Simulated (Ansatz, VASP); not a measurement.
# SnSe2 in two plane-wave programs, part 2 of 2

Aim: how closely do two programs agree when they are given the same cell, functional and k mesh? Of the first pair: The structure shown is the start of the Ansatz relaxation below; VASP solves that cell, so the two are compared at the walk's first step.

VASP 6.6.1 and Ansatz 0.2.0.

So far. Step 3 (VASP: single point, PBE, start cell, pair 1): The run ends at a pressure of 1.06 GPa, with forces up to 0.88 eV/Å.

## 6. VASP: single point, PBE, relaxed cell, pair 2

Level of this step: PBE; plane waves and PAW (Sn_d, Se) (VASP).

The same cell, functional and mesh now go to VASP, with its own data sets.

Input file INCAR:

```
SYSTEM = SnSe2
PREC = Accurate
ENCUT = 400
EDIFF = 1E-06
NELM = 120
ISMEAR = 0
SIGMA = 0.01
LREAL = .FALSE.
ALGO = Normal
GGA = PE
NBANDS = 19
LORBIT = 11
LWAVE = .FALSE.
LCHARG = .FALSE.
ISIF = 2
LDIPOL = .TRUE.
IDIPOL = 3
DIPOL = 0.5 0.5 0.334
LVHAR = .TRUE.
LASPH = .TRUE.
GGA_COMPAT = .FALSE.
EFERMI = MIDGAP
NELMDL = -8
KPAR = 2
```

Input file POSCAR:

```
SnSe2
1.0
    3.8684807293      0.0000000000      0.0000000000
   -1.9342403647      3.3502025856      0.0000000000
    0.0000000000      0.0000000000     29.9272000000
Sn Se
1 2
Direct
    0.0000000000      0.0000000000      0.3341441899
    0.3333333333      0.6666666667      0.3874413342
    0.6666666667      0.3333333333      0.2808470456
```

Input file KPOINTS:

```
Automatic mesh
0
Gamma
9 9 1
0 0 0
```

Potentials, in the order of the species: Sn_d and Se (PBE family, release 64).

On the command line:

```bash
$ mpirun -np 2 vasp_std
```

Numbers of over 12 decimals in the logs are rounded to 6 here.

Output:

```text
[... set-up lines as in an earlier step ...]
 entering main loop
       N       E                     dE             d eps       ncg     rms          rms(c)
DAV:   1     0.163109173357E+03    0.16311E+03   -0.92251E+03   552   0.831E+02
DAV:   2     0.658180601600E+01   -0.15653E+03   -0.15357E+03   632   0.208E+02
DAV:   3    -0.116173659990E+02   -0.18199E+02   -0.18141E+02   562   0.821E+01
DAV:   4    -0.121329111381E+02   -0.51555E+00   -0.51492E+00   626   0.173E+01
[...]
DAV:  21    -0.118631173985E+02   -0.33770E-05   -0.67850E-08   483   0.158E-03    0.183E-04
DAV:  22    -0.118631187702E+02   -0.13717E-05   -0.30019E-08   483   0.668E-04    0.249E-04
DAV:  23    -0.118631196962E+02   -0.92597E-06   -0.11059E-08   438   0.366E-04
   1 F= -.11863120E+02 E0= -.11863120E+02  d E =0.000000E+00
```

Parts of OUTCAR (step 6):

```text
  Total        0.0055338      0.0055338      0.0114261     -0.0000000      0.0000000     -0.0000000
  in kB        0.0228590      0.0228590      0.0471988     -0.0000000      0.0000000     -0.0000000
  external PRESSURE =       0.0309723 kB  Pullay stress =       0.0000000 kB

 POSITION                                       TOTAL-FORCE (eV/Angst)
 -----------------------------------------------------------------------------------
      0.00000      0.00000     10.00000        -0.000000      0.000000      0.000000
     -0.00000      2.23347     11.59503         0.000000     -0.000000      0.012442
      1.93424      1.11673      8.40497        -0.000000      0.000000     -0.012442
 -----------------------------------------------------------------------------------
    total drift:                                0.000000      0.000000      0.000090

  FREE ENERGIE OF THE ION-ELECTRON SYSTEM (eV)
  ---------------------------------------------------
  free  energy   TOTEN  =       -11.8631196962 eV

  energy  without entropy=      -11.8631196962  energy(sigma->0) =      -11.86311970

[... 3 further parts left out ...]
[key lines of the parts left out:]
E-fermi :  -3.6192
```

The run ends at a pressure of 0.00 GPa, with forces up to 0.012 eV/Å.

## 7. Comparison

What differs besides the data sets and the points named for the pairs above, as far as they apply: fixed occupations in Ansatz, narrow Gaussian smearing in VASP; the data sets hold 46 valence electrons in Ansatz (on its default PAW (the set named soft_2) files) and 26 in VASP; the cutoff is 420 eV in Ansatz and 400 eV in VASP. Total energies have different zeros and are not compared.

Compared:

| quantity | Ansatz | VASP | difference |
| --- | --- | --- | --- |
| gap on the k mesh (eV) | 0.846 | 0.844 | +0.003 |

At this near-relaxed geometry the largest component of a force difference is 12 meV/Å. A gap on the mesh is an upper bound, since the band edges may lie between its points. With vacuum in the cell, a pressure given here is an average over mostly empty space and none of the material.

## 8. Ansatz: relaxation, PBE

This run makes the geometry at which the two programs are then compared.

The structure compared here is the end of the Ansatz relaxation.

Input file input.yaml:

```yaml
crystal:
  lattice:
    - [3.8717592958, 0.0, 0.0]
    - [-1.9358796479, 3.3530419075, 0.0]
    - [0.0, 0.0, 29.9272]
  atoms:
    - { symbol: Sn, position: [0.0, 0.0, 0.3341441899] }
    - { symbol: Se, position: [0.3333333333, 0.6666666667, 0.3873795319] }
    - { symbol: Se, position: [0.6666666667, 0.3333333333, 0.2809088479] }
  periodic: [true, true, false]
kpoints:
  mp_grid: { grid: [9, 9, 1] }
hamiltonian:
  xc: pbe
scf:
  occupations: { method: gaussian, width: 0.02 }
output:
  forces: true
  stress: true
  eigenvalues: true
  write_density: true
  write_potential: true
  elf: true
  volumetric_format: npy
relax:
  adjacent_minimum: "off"
  f_tol: 0.005
  max_steps: 80
  cell: { stress_2d_tol: 0.02 }
```

On the command line:

```bash
$ ansatz run input.yaml --threads 8 --pin off --max-ram 14336MiB --backend cpu --events-out ev --progress --plain --runs-dir out
```

Output:

```text
[...]
Crystal: 3 atoms, lattice volume = 388.520 Å³
Basis set: ecut = 420 eV, 7685 PW (Γ), exchange–correlation on 54×54×432 points (8 copies of the dense FFT grid, shifted against one another)
Bands: 28, of which v1, the nominal top of the filled ones, is band 23 counted from 1 (22 counted from 0)
Symmetry: 12 space group operations
[...]
k-points: 12 of 81
[...]
° read free of the cell's end (the report's vacuum.weakly_bound_levels)
--- Relaxed structure (4 steps of the walk, 3 accepted, 1 SCFs on fresh bases) ---
[...]
cell:  # Å, volume = 387.8774 Å³
    - [3.868556, 0.0, 0]
    - [-1.934278, 3.350268, 0]
    - [0, 0, 29.9272]
  atoms:
    - { symbol: Sn, position: [0, 0, 0.334144] }
    - { symbol: Se, position: [0.333333, 0.666667, 0.387434] }
    - { symbol: Se, position: [0.666667, 0.333333, 0.280855] }
[key lines of the parts left out:]
SCF converged after 7 iterations
Free energy (F): -16963.385202 eV
Fermi energy:    -5.626359 eV
P = ½ c Tr σ = 0.0011 N/m
```

## 9. VASP: single point, PBE, relaxed cell, pair 3

The same cell, functional, mesh and smearing now go to VASP, with its own data sets.

INCAR: that of step 6 with these lines changed.

```diff
@@ -6,3 +6,3 @@
 ISMEAR = 0
-SIGMA = 0.01
+SIGMA = 0.02
 LREAL = .FALSE.
```

Input file POSCAR:

```
SnSe2
1.0
    3.8685558024      0.0000000000      0.0000000000
   -1.9342779012      3.3502676009      0.0000000000
    0.0000000000      0.0000000000     29.9272000000
Sn Se
1 2
Direct
    0.0000000000      0.0000000000      0.3341441899
    0.3333333333      0.6666666667      0.3874338039
    0.6666666667      0.3333333333      0.2808545759
```

KPOINTS is that of step 6.

On the command line:

```bash
$ mpirun -np 2 vasp_std
```

Output:

```text
[... set-up lines as in an earlier step ...]
 entering main loop
       N       E                     dE             d eps       ncg     rms          rms(c)
DAV:   1     0.165087332976E+03    0.16509E+03   -0.92060E+03   552   0.828E+02
DAV:   2     0.688165708598E+01   -0.15821E+03   -0.15481E+03   632   0.209E+02
DAV:   3    -0.116583758535E+02   -0.18540E+02   -0.18483E+02   570   0.821E+01
DAV:   4    -0.121325887996E+02   -0.47421E+00   -0.47368E+00   610   0.169E+01
[...]
DAV:  21    -0.118631128912E+02   -0.32801E-05   -0.63701E-08   491   0.157E-03    0.169E-04
DAV:  22    -0.118631143290E+02   -0.14378E-05   -0.33014E-08   475   0.686E-04    0.260E-04
DAV:  23    -0.118631152238E+02   -0.89474E-06   -0.10140E-08   441   0.358E-04
   1 F= -.11863115E+02 E0= -.11863115E+02  d E =0.000000E+00
```

From OUTCAR (step 9):

```text
  Total        0.0066621      0.0066621      0.0172519     -0.0000000      0.0000000      0.0000000
  in kB        0.0275185      0.0275185      0.0712611     -0.0000000      0.0000000      0.0000000
  external PRESSURE =       0.0420994 kB  Pullay stress =       0.0000000 kB

 POSITION                                       TOTAL-FORCE (eV/Angst)
 -----------------------------------------------------------------------------------
      0.00000      0.00000     10.00000         0.000000     -0.000000     -0.000000
     -0.00000      2.23351     11.59481         0.000000      0.000000      0.014267
      1.93428      1.11676      8.40519        -0.000000      0.000000     -0.014267
 -----------------------------------------------------------------------------------
    total drift:                                0.000000      0.000000      0.000091

  FREE ENERGIE OF THE ION-ELECTRON SYSTEM (eV)
  ---------------------------------------------------
  free  energy   TOTEN  =       -11.8631152238 eV

  energy  without entropy=      -11.8631152238  energy(sigma->0) =      -11.86311522

[... 1 part as in an earlier step ...]

[... 2 further parts left out ...]
[key lines of the parts left out:]
E-fermi :  -3.6195
```

The run ends at a pressure of 0.00 GPa, with forces up to 0.014 eV/Å.

## 10. Side by side

What differs besides the data sets and the points named for the pairs above, as far as they apply: the data sets hold 46 valence electrons in Ansatz (on its default PAW (the set named soft_2) files) and 26 in VASP. Total energies have different zeros and are not compared.

Both answers:

| quantity | Ansatz | VASP | difference |
| --- | --- | --- | --- |
| gap on the k mesh (eV) | 0.847 | 0.844 | +0.003 |

At this near-relaxed geometry the largest component of a force difference is 12 meV/Å. A gap on the mesh is an upper bound, since the band edges may lie between its points. With vacuum in the cell, a pressure given here is an average over mostly empty space and none of the material.

## 11. Results

```yaml
r_m_s_force_difference_single_point_pbe_start_cell_pair_1: 2.0 % of the r.m.s. force
difference_in_gap_on_the_k_mesh_single_point_pbe_relaxed_cell_pair_2: 0.0027 eV
difference_in_gap_on_the_k_mesh_single_point_pbe_relaxed_cell_pair_3: 0.0027 eV
```

The r.m.s. force difference is 2.0 % of the r.m.s. force (single point, PBE, start cell, pair 1), within the 3 % picked in this series as the mark of a large difference. The data sets hold unlike numbers of valence electrons (46 in Ansatz and 26 in VASP), so part of the differences comes from the potentials. 1 further run of this series is not shown here. Such differences can come from data sets, numerical settings and the points named under the comparisons, not from the functional's error against experiment.

[Lines on the potential files, build, host, timing and source positions are cut from VASP's logs without a mark.]

[Logs are printed without paths, hosts, clocks, repeated set-up lines and the standing remarks that a program may print on its own settings, such as how far it seeks lower states.]

[Hosts, paths, dates, database ids (printed as entryN), source tags and the programs' standing remarks are cut or masked in the printed files.]
